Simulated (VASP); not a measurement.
Given:

```xyz
3
Lattice="0.0000 2.5051 2.4654 2.4912 0.0000 2.4654 2.4912 2.5051 0.0000" Properties=species:S:1:pos:R:3 pbc="T T T"
Hf     0.0000     0.0000     0.0000
O      1.2456     1.2525     1.2327
O      3.7898     3.7576     3.6981
```
Cell charge -0.1.

The numbers are results of PBE GGA, VASP's PBE PAW potentials (set 64) (plane waves; VASP), not measurements. Settings: NELECT = 22.1, 520 eV cut-off, 7×7×7 Γ-centred mesh, Gaussian smearing of 0.050 eV, potentials Hf_pv O.

The cell is charged, with a uniform compensating background. Unless said otherwise, spin-orbit coupling is left out, though it shifts the bands of the heavy elements here.

Task: Predict the energy per atom (σ→0), pressure, largest force, band gap (on the k-mesh) with the smallest direct gap where there is one.

Result: 
| Property | Value |
|---|---|
| band gap (on the k-mesh) | none (metal, semimetal or under 0.01 eV) |
| energy per atom (σ→0) | -940.3 kJ/mol of atoms |
| pressure | 23.18 GPa |
| largest force | 0.736 eV/Å |

The compound is HfO2 in the fluorite structure, the high-temperature cubic form, which is unstable at 0 K; the monoclinic form is the stable one. The cell was not relaxed at this level, atoms are displaced from their ideal sites. The k-mesh is coarse (spacing up to 0.31 per Å, 2π included), so the numbers may not be converged in it. The run is one of a series of settings (NELECT = 22.1 against the base run), some of them coarse on purpose.
